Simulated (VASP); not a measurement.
Consider the following.

```
CELL_PARAMETERS angstrom
      0.00000     2.16789     2.16789
      2.16789     0.00000     2.16789
      2.16789     2.16789     0.00000
ATOMIC_POSITIONS crystal
  Be 0.25000 0.25000 0.25000
  Be 0.75000 0.75000 0.75000
  C  0.00000 0.00000 0.00000
```

All values below come from optB86b-vdW, VASP's PBE PAW potentials (set 64) (plane waves; VASP). Run with 520 eV cut-off, Gaussian smearing of 0.050 eV, potentials Be C.

Q: Estimate the band gap (along the path) with the smallest direct gap where there is one.

A: 
```
Item                                   Result
------------------------------------  -------
band gap (along the path)             1.24 eV
smallest direct gap (along the path)  4.18 eV
```

Only differences to runs with the same potentials and settings are physical.

The compound is Be2C in the antifluorite structure. It was relaxed first.
